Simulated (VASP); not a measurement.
These are PBEsol GGA, VASP's PBE PAW potentials (set 64) (plane waves; VASP 6.6.1) values and carry that method's errors.

VASP ran on this input.

### INCAR
```
# general
SYSTEM   =  SnSe2
PREC     =  Accurate
ENCUT    =  480
LREAL    =  .FALSE.
LASPH    =  .TRUE.

# electronic loop
EDIFF    =  1E-7
NELM     =  100
ALGO     =  Normal
LMAXMIX  =  4

# smearing
ISMEAR   =  0
SIGMA    =  0.05

# functional
GGA      =  PS

# ions
ISIF     =  2

# output
LWAVE    =  .FALSE.
LCHARG   =  .FALSE.
```

### KPOINTS
```
Automatic mesh
0
Gamma
6 6 4
0 0 0
```

POSCAR:
```
SnSe2
1
    1.8906763516    -3.2747477126     0.0000000000
    1.8906763516     3.2747477126     0.0000000000
    0.0000000000     0.0000000000     6.1939927505
Sn Se
1 2
Direct
  0.0000000000   0.0000000000   0.0000000000
  0.3333330000   0.6666670000   0.2532711771
  0.6666670000   0.3333330000   0.7467288229
```

POTCAR, in this order: Sn_d Se (PBE.64 set). Program: vasp_std.

Without a dispersion term in the relaxation, distances and binding between the weakly bound layers, chains or molecules are unreliable, and so is what depends on them.

Question: What does the run give for the energy per atom (σ→0), pressure, largest force?

Answer: 
| Property | Result |
|---|---|
| energy per atom (σ→0) | -4.318 eV/atom |
| pressure | 2.12 GPa |
| largest force | 0.01182 Ry/bohr |

OSZICAR:
```
...
DAV:   8    -0.129542601150E+02    0.19198E-02   -0.12077E-02  1013   0.118E+00    0.255E-01
DAV:   9    -0.129542802293E+02   -0.20114E-04   -0.11419E-03   889   0.270E-01    0.712E-02
DAV:  10    -0.129542831334E+02   -0.29041E-05   -0.10548E-04  1184   0.732E-02    0.265E-02
DAV:  11    -0.129542954163E+02   -0.12283E-04   -0.24342E-05   861   0.299E-02    0.591E-03
DAV:  12    -0.129542956950E+02   -0.27863E-06   -0.10112E-06  1149   0.860E-03    0.461E-03
DAV:  13    -0.129542959522E+02   -0.25725E-06   -0.80623E-07   885   0.588E-03    0.125E-03
DAV:  14    -0.129542959698E+02   -0.17558E-07   -0.36989E-08   669   0.130E-03
   1 F= -.12954296E+02 E0= -.12954296E+02  d E =-.237516E-11
```

The compound is SnSe2 in the 1T layered structure. This cell was strained or had an atom moved on purpose.
